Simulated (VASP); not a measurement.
Data:

```yaml
crystal:
  lattice:
    - [4.00234, 0.00000, 0.00000]
    - [0.00000, 4.00234, 0.00000]
    - [0.00000, 0.00000, 4.00234]
  atoms:
    - { symbol: K, position: [0.50000, 0.50000, 0.50000] }
    - { symbol: Mg, position: [0.00000, 0.00000, 0.00000] }
    - { symbol: F, position: [0.00000, 0.50000, 0.00000] }
    - { symbol: F, position: [0.50000, 0.00000, 0.00000] }
    - { symbol: F, position: [0.00000, 0.00000, 0.50000] }
```

Calculation: PBE GGA, VASP's PBE PAW potentials (set 64) (plane waves; VASP 6.6.1). Settings: 400 eV cut-off, 4×4×4 Γ-centred mesh, Fermi-Dirac smearing of 0.020 eV, potentials K_sv Mg F.

At this cut-off the stress carries a Pulay error, which pulls relaxed volumes low.

Q: Estimate the energy per atom (σ→0), pressure, band gap (on the k-mesh) with the smallest direct gap where there is one.

A: 
The band gap (on the k-mesh) is 7.23 eV, the smallest direct gap (on the k-mesh) comes out as 7.56 eV and the energy per atom (σ→0) comes out as -4.900 eV/atom. The pressure is -5.78 GPa.

The absolute energy has meaning only against runs of the same code, potentials and settings.

The structure comes from a computed database's KMgF3 entry; how it stands against other phases isn't given here. The cell was not relaxed at this level.
